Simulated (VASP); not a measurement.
Input for VASP

**INCAR**
```
SYSTEM = ZnS
PREC = Accurate
ENCUT = 400
EDIFF = 1E-6
NELM = 100
ALGO = Normal
LREAL = .FALSE.
LASPH = .TRUE.
ISMEAR = 0
SIGMA = 0.05
GGA = PE
LMAXMIX = 4
LWAVE = .FALSE.
LCHARG = .FALSE.
ISIF = 2
NBANDS = 7
```

**KPOINTS**
```
Automatic mesh
0
Gamma
6 6 6
0 0 0
```

File POSCAR:
```
ZnS
1
    0.0000000000     2.7591000000     2.7591000000
    2.7591000000     0.0000000000     2.7591000000
    2.7591000000     2.7591000000     0.0000000000
Zn S
1 1
Direct
  0.0000000000   0.0000000000   0.0000000000
  0.2500000000   0.2500000000   0.2500000000
```

POTCAR, in this order: Zn S (PBE.64 set). Program: vasp_std.

Output

File standard output:
```
 POSCAR found type information on POSCAR ZnS
 POSCAR found :  2 types and       2 ions
 Reading from existing POTCAR
 Reading from existing POTCAR
 LDA part: xc-table for (Slater+PW92), standard interpolation

 -----------------------------------------------------------------------------
|                                                                             |
|     EEEEEEE  RRRRRR   RRRRRR   OOOOOOO  RRRRRR      ###     ###     ###     |
|     E        R     R  R     R  O     O  R     R     ###     ###     ###     |
|     E        R     R  R     R  O     O  R     R     ###     ###     ###     |
|     EEEEE    RRRRRR   RRRRRR   O     O  RRRRRR       #       #       #      |
|     E        R   R    R   R    O     O  R   R                               |
|     E        R    R   R    R   O     O  R    R      ###     ###     ###     |
|     EEEEEEE  R     R  R     R  OOOOOOO  R     R     ###     ###     ###     |
|                                                                             |
|     The number of bands is not sufficient to hold all electrons. I am       |
|     sorry, but this calculation does not make sense. If you want to         |
|     calculate only selected states, you need to set either EFERMI or        |
|     EREF. EREF specifies around which energy states are supposed to be      |
|     calculated.                                                             |
|     I found NBANDS = 7, NELECT = 18.                                        |
|                                                                             |
|       ---->  I REFUSE TO CONTINUE WITH THIS SICK JOB ... BYE!!! <----       |
|                                                                             |
 -----------------------------------------------------------------------------
```

**Question.** From input and log, find the fault in this run and mend it.

**Answer.** The cause: NBANDS is too small to hold all electrons. VASP stops with an error: The number of bands is not sufficient to hold all electrons. I am sorry, but this calculation does not make sense. If you want to calculate only selected states, you need to set either EFERMI or EREF. EREF specifies around which energy states are supposed to be calculated. I found NBANDS = 7, NELECT = 18. ----> I REFUSE TO CONTINUE WITH THIS SICK JOB ... BYE!!! <---- To mend it, remove NBANDS.

The mended run (PBE GGA, plane waves, VASP's PBE PAW potentials (set 64)) converges, and its OSZICAR ends with
```
   1 F= -.68358738E+01 E0= -.68358738E+01  d E =-.396868E-11
```

The compound is ZnS in the zinc blende structure. The cell was not relaxed at this level.
